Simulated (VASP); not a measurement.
```
CELL_PARAMETERS angstrom
      3.83303     0.00000     0.00000
     -1.91652     3.31950     0.00000
      0.00000     0.00000     4.87184
ATOMIC_POSITIONS crystal
  Si 0.66667 0.33333 0.25000
  Si 0.33333 0.66667 0.75000
  Ni 0.33333 0.66667 0.25000
  Ni 0.66667 0.33333 0.75000
  Ni 0.00000 0.00000 0.50000
  Ni 0.00000 0.00000 0.00000
```

Method: LDA (Ceperley-Alder, Perdew-Zunger), VASP's LDA PAW potentials (set 64) (plane waves; VASP). Settings: 400 eV cut-off, 8×8×6 Γ-centred mesh, first-order Methfessel-Paxton smearing of 0.10 eV, potentials Si Ni.

Task: Predict the energy per atom (σ→0), band gap (on the k-mesh) with the smallest direct gap where there is one.

Result: 
- band gap (on the k-mesh): none (metal, semimetal or under 0.01 eV)
- energy per atom (σ→0): -6.978 eV/atom

Total energies compare only between runs with the same potentials, cut-off and functional.

The structure comes from a computed database's SiNi2 entry (P6_3/mmc); how it stands against other phases isn't given here. It was relaxed first. The start is the result of an earlier pass. The run is not spin-polarised, so no magnetic state was tried.
